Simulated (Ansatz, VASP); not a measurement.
# KMgH3: VASP beside Ansatz

```
K Mg H
1.0
     4.02500    0.02516    0.00000
     0.02516    4.02500    0.00000
     0.00000    0.00000    4.02500
K Mg H
1 1 3
Direct
  0.00000 0.00000 0.00000
  0.50000 0.50000 0.50000
  0.00000 0.50000 0.50000
  0.50000 0.00000 0.50000
  0.50000 0.50000 0.00000
```

Change from the starting cell: strain +0.0125 x Voigt [0, 0, 0, 0, 0, 1], atoms carried along.

Alike in both runs: task single point; functional LDA; k mesh 8 × 8 × 8; occupations gaussian, width 0.05 eV; no spin polarisation.

```csv
,VASP,Ansatz
version,VASP 6.6.1,Ansatz 0.2.0
potentials or method,"VASP PAW LDA potentials, release 64 (K_sv, Mg, H)","scalar-relativistic, plane waves, PAW"
plane-wave cutoff (eV),520,420
valence electrons in the cell,14,22
```

Ansatz gave:

- gap on the k mesh at the Fermi level (eV): 2.06
- least direct gap on the mesh (eV): 4.18
- pressure (GPa): -2.9
- largest component of the traceless stress (GPa): 0.45

Q: Estimate VASP's values.

A: gap on the k mesh at the Fermi level (eV): 2.05; least direct gap on the mesh (eV): 4.18; pressure (GPa): -3.2; largest component of the traceless stress (GPa): 0.45.

The two sets of potentials don't hold the same shells in valence.

A k mesh can miss the band edges.
